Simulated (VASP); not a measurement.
VASP ran on this input.

**KPOINTS**
```
kpoints
0
G
 6 6 4
```

### INCAR
```
# general
SYSTEM  =CdI2
PREC    =Accurate
ENCUT   =520
LREAL   =.False.
LASPH   =.True.

# electronic loop
EDIFF   =1E-7
NELM    =100
ALGO    =Normal
LMAXMIX =4

# smearing
ISMEAR  =0
SIGMA   =0.05

# functional
GGA     =BO
LUSE_VDW=.True.
AGGAC   =0.0
PARAM1  =0.1833333333
PARAM2  =0.22

# ions
IBRION  =2
NSW     =30
ISIF    =4
EDIFFG  =-0.01

# output
LWAVE   =.False.
LCHARG  =.False.
```

File POSCAR:
```
CdI2
1
    2.1894018219    -3.7921554988     0.0000000000
    2.1894018219     3.7921554988     0.0000000000
    0.0000000000     0.0000000000     7.0572885867
Cd I
1 2
Direct
  0.0000000000   0.0000000000   0.0000000000
  0.3333330000   0.6666670000   0.2511632540
  0.6666670000   0.3333330000   0.7488367460
```

POTCAR, in this order: Cd I (PBE.64 set). Program: vasp_std.

Problem. Write an equivalent input for Quantum ESPRESSO's pw.x.

Solution. One equivalent input (not run):
```
&CONTROL
  calculation = 'vc-relax'
  pseudo_dir = './pseudo'
  outdir = './out'
  tprnfor = .true.
  tstress = .true.
  nstep = 30
  forc_conv_thr = 0.00039
/
&SYSTEM
  ibrav = 0
  nat = 3
  ntyp = 2
  ecutwfc = 102
  occupations = 'smearing'
  smearing = 'gaussian'
  degauss = 0.003675
  input_dft = 'vdw-df-obk8'
/
&ELECTRONS
  conv_thr = 7.3e-09
  electron_maxstep = 100
/
&IONS
/
&CELL
  cell_dofree = 'shape'
/
ATOMIC_SPECIES
  Cd 112.414 Cd.upf
  I 126.904 I.upf
CELL_PARAMETERS angstrom
     2.1894018   -3.7921555    0.0000000
     2.1894018    3.7921555    0.0000000
     0.0000000    0.0000000    7.0572886
ATOMIC_POSITIONS crystal
  Cd   0.0000000  0.0000000  0.0000000
  I    0.3333330  0.6666670  0.2511633
  I    0.6666670  0.3333330  0.7488367
K_POINTS automatic
  6 6 4 0 0 0
```
The two are equivalent in intent, not identical: the potentials are each code's own (VASP's PAW set, PseudoDojo norm-conserving files in pw.x), so ENCUT and ecutwfc are chosen apart and not converted; conv_thr bounds pw.x's estimated SCF error, while EDIFF bounds the energy change between steps; forc_conv_thr acts on force components and is met together with etot_conv_thr.

The compound is CdI2 in the 1T layered structure. This cell is one point of a volume scan, at 1.06 of the reference volume. Symmetry was kept, so distortions that lower it aren't found.
